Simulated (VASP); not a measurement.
A convergence study with VASP on Ag: one setting is varied, all else stays as given below, so the limit is that of these other settings.

```
Ag
1.0
    2.90653     0.00000     0.00000
   -2.90653     2.90653     0.00000
    0.00000     0.00000    20.16570
Ag
4
Direct
  0.00000   0.00000   0.44904
  0.00000   0.50000   0.34712
  0.00000   0.00000   0.65288
  0.00000   0.50000   0.55096
```

Computed with PBE GGA, VASP's PBE PAW potentials (set 64) (plane waves; VASP). The tightest run used: 300 eV cut-off, 41×41×1 Γ-centred mesh, Fermi-Dirac smearing of 0.10 eV, potentials Ag.

Task: The settings run are 3×3×1 mesh; 4×4×1 mesh; 5×5×1 mesh; 6×6×1 mesh; 7×7×1 mesh; 8×8×1 mesh; 10×10×1 mesh; 11×11×1 mesh; 13×13×1 mesh; 16×16×1 mesh; 18×18×1 mesh; 22×22×1 mesh; 25×25×1 mesh; 30×30×1 mesh; 35×35×1 mesh; 41×41×1 mesh. From which on does the largest force stay within 0.01 eV/Å of the tightest run?

Result: From 13×13×1 mesh on: it is off by 0.008 there and by no more than 0.01 in any finer run, while 11×11×1 mesh is off by 0.021.
```
setting       E (eV/atom)  largest force (eV/Å)  irreducible k-points  difference judged (eV/Å)
------------  -----------  --------------------  --------------------  ------------------------
3×3×1 mesh        -2.5689                 0.134                     3                     0.011
4×4×1 mesh        -2.4337                 0.181                     6                     0.058
5×5×1 mesh        -2.5318                 0.249                     6                     0.126
6×6×1 mesh        -2.4738                 0.105                    10                     0.018
7×7×1 mesh        -2.5164                 0.139                    10                     0.016
8×8×1 mesh        -2.4974                 0.142                    15                     0.019
10×10×1 mesh      -2.5095                 0.123                    21                     0.000
11×11×1 mesh      -2.5102                 0.144                    21                     0.021
13×13×1 mesh      -2.5113                 0.131                    28                     0.008
16×16×1 mesh      -2.5091                 0.118                    45                     0.005
18×18×1 mesh      -2.5091                 0.116                    55                     0.007
22×22×1 mesh      -2.5090                 0.122                    78                     0.001
25×25×1 mesh      -2.5088                 0.124                    91                     0.001
30×30×1 mesh      -2.5091                 0.122                   136                     0.000
35×35×1 mesh      -2.5089                 0.123                   171                     0.000
41×41×1 mesh      -2.5090                 0.123                   231                     0.000
```

Left out are rungs that failed or repeat a setting and relaxations that didn't move; long series are thinned to 24 rows.

The cell is a sheet or thin cut with vacuum, built from a generated structure.
